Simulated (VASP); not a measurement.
Data:

```
CsI
1.0
    4.66878     0.00000     0.00000
    0.00000     4.66878     0.00000
    0.00000     0.00000     4.66878
Cs I
1 1
Cartesian
  0.00000   0.00000   0.00000
  2.33439   2.33439   2.33439
```

Method: PBE GGA, VASP's PBE PAW potentials (set 64) (plane waves; VASP 6.6.1). Numerical set-up: 480 eV cut-off, 6×6×6 Γ-centred mesh, Gaussian smearing of 0.050 eV, potentials Cs_sv I.

Energy and stress use the plane-wave basis of the starting cell.

Task: The ions, cell shape and volume at an external pressure of 5.0 GPa are relaxed. What does this cell relax into?

Result: 
```
CsI
1.0
    4.28329     0.00000     0.00000
    0.00000     4.28329     0.00000
    0.00000     0.00000     4.28329
Cs I
1 1
Direct
  0.00000   0.00000   0.00000
  0.50000   0.50000   0.50000
```
Space group Pm-3m (221), at a tolerance of 0.03 Å.

Task: How do energy and volume change from the first to the last step?

Result: The energy (σ→0) changes by +138.7 meV/atom and the volume by -22.8 %, in 3 ionic steps.

| step | E(σ→0) (eV) | max force (eV/Å) | pressure (GPa) | volume (Å³) |
|---|---|---|---|---|
| 1 | -5.4429 | 0.000 | 0.01 | 101.77 |
| 2 | -5.2112 | 0.000 | 4.36 | 80.16 |
| 3 | -5.1655 | 0.000 | 4.97 | 78.58 |

The compound is CsI in the CsCl type structure. This run relaxes it under an external pressure of 5 GPa. Symmetry was kept, so distortions that lower it aren't found.
